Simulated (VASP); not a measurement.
Input:

```cif
data_Br4K4
_chemical_formula_sum 'K4 Br4'
_space_group_name_H-M_alt 'Fm-3m'
_space_group_IT_number 225
_space_group_name_Hall '-F 4 2 3'
_cell_length_a 6.67236
_cell_length_b 6.67236
_cell_length_c 6.67236
_cell_angle_alpha 90.000
_cell_angle_beta 90.000
_cell_angle_gamma 90.000
loop_
_atom_site_label
_atom_site_type_symbol
_atom_site_symmetry_multiplicity
_atom_site_Wyckoff_symbol
_atom_site_fract_x
_atom_site_fract_y
_atom_site_fract_z
_atom_site_occupancy
K1 K 4 a 0.00000 0.00000 0.00000 1
Br1 Br 4 b 0.50000 0.50000 0.50000 1
```
(The calculation used a cell of 2 atoms; values per cell refer to that cell.)

Computed with HSE06 screened hybrid, VASP's PBE PAW potentials (set 64) (plane waves; VASP). Numerical set-up: 520 eV cut-off, 6×6×6 Γ-centred mesh, Gaussian smearing of 0.050 eV, potentials K_sv Br.

Q: Give the energy at these volumes per atom, relative to the lowest: 34.29, 35.42, 36.55, 37.68, 38.81 Å³.

A: 10.9, 3.5, 0.1, 0.0, 2.7 meV/atom. A third-order Birch-Murnaghan fit gives B0 = 14.2 GPa and B0′ = 4.9.

The compound is KBr in the rock salt structure. It was relaxed first. The cell's shape comes from a PBE relaxation.
